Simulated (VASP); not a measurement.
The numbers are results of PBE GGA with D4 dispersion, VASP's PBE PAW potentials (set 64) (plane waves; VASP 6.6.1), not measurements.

VASP input:

### INCAR
```
ALGO  =  Normal
EDIFF  =  1E-6
EDIFFG  =  -0.02
ENCUT  =  520
GGA  =  PE
IBRION  =  2
ISIF  =  3
ISMEAR  =  1
IVDW  =  13
LASPH  =  T
LCHARG  =  F
LMAXMIX  =  4
LREAL  =  F
LWAVE  =  F
NELM  =  100
NSW  =  60
PREC  =  Accurate
SIGMA  =  0.1
SYSTEM  =  Ni3Si
```

**KPOINTS**
```
Automatic mesh
0
Gamma
8 8 8
0 0 0
```

### POSCAR
```
Ni3Si
1.0
  3.4708473742   0.0000000000   0.0000000000
  0.0000000000   3.4708473742   0.0000000000
  0.0000000000   0.0000000000   3.4708473742
Si Ni
1 3
Cart
  0.0000000000   0.0000000000   0.0000000000
  0.0000000000   1.7354236871   1.7354236871
  1.7354236871   0.0000000000   1.7354236871
  1.7354236871   1.7354236871   0.0000000000
```

POTCAR, in this order: Si Ni (PBE.64 set). Program: vasp_std.

Output

File OSZICAR:
```
       N       E                     dE             d eps       ncg     rms          rms(c)
DAV:   1     0.202703972443E+03    0.20270E+03   -0.15879E+04  1470   0.218E+03
DAV:   2    -0.161976184031E+02   -0.21890E+03   -0.21132E+03  1470   0.376E+02
DAV:   3    -0.271562880368E+02   -0.10959E+02   -0.10399E+02  1588   0.112E+02
DAV:   4    -0.274089162353E+02   -0.25263E+00   -0.25150E+00  1729   0.151E+01
DAV:   5    -0.274182275633E+02   -0.93113E-02   -0.93097E-02  1735   0.276E+00    0.202E+01
DAV:   6    -0.269815189849E+02    0.43671E+00   -0.54359E+01  1683   0.121E+02    0.164E+01
DAV:   7    -0.237240913811E+02    0.32574E+01   -0.15835E+01  1618   0.666E+01    0.437E+00
DAV:   8    -0.236708415055E+02    0.53250E-01   -0.65238E-01  1553   0.660E+00    0.146E+00
DAV:   9    -0.236537966993E+02    0.17045E-01   -0.32097E-02  2000   0.257E+00    0.570E-01
DAV:  10    -0.236515876760E+02    0.22090E-02   -0.32197E-03  1886   0.454E-01    0.220E-01
DAV:  11    -0.236512792852E+02    0.30839E-03   -0.63605E-04  2239   0.308E-01    0.538E-02
DAV:  12    -0.236512682522E+02    0.11033E-04   -0.94680E-05  1669   0.117E-01    0.148E-02
DAV:  13    -0.236512677200E+02    0.53223E-06   -0.66319E-06  1574   0.188E-02
   1 F= -.25676012E+02 E0= -.25676472E+02  d E =-.256760E+02
```

### OUTCAR
```
------------------------ aborting loop because EDIFF is reached ----------------------------------------
  Edisp (eV):   -2.02474
  FORCE on cell =-STRESS in cart. coord.  units (eV):
  Direction    XX          YY          ZZ          XY          YZ          ZX
  --------------------------------------------------------------------------------------
  Total      -0.07190    -0.07190    -0.07190     0.00000     0.00000     0.00000
  in kB      -2.75510    -2.75510    -2.75510     0.00000     0.00000     0.00000
  external pressure =       -2.76 kB  Pullay stress =        0.00 kB
  volume of cell :       41.81
      direct lattice vectors                 reciprocal lattice vectors
     3.470847374  0.000000000  0.000000000     0.288114081  0.000000000  0.000000000
     0.000000000  3.470847374  0.000000000     0.000000000  0.288114081  0.000000000
     0.000000000  0.000000000  3.470847374     0.000000000  0.000000000  0.288114081
 POSITION                                       TOTAL-FORCE (eV/Angst)
 -----------------------------------------------------------------------------------
      0.00000      0.00000      0.00000         0.000000      0.000000      0.000000
      0.00000      1.73542      1.73542         0.000000      0.000000      0.000000
      1.73542      0.00000      1.73542         0.000000      0.000000      0.000000
      1.73542      1.73542      0.00000         0.000000      0.000000      0.000000
 -----------------------------------------------------------------------------------
    total drift:                                0.000000      0.000000      0.000000
  FREE ENERGIE OF THE ION-ELECTRON SYSTEM (eV)
  ---------------------------------------------------
  free  energy   TOTEN  =       -25.6760124314 eV

  energy  without entropy=      -25.6773919967  energy(sigma->0) =      -25.67647229

 reached required accuracy - stopping structural energy minimisation
```
(Selected blocks of OUTCAR.)

The compound is Ni3Si in the L1_2 structure. It was relaxed first. The start is the result of an earlier pass. The run is not spin-polarised, so no magnetic state was tried.
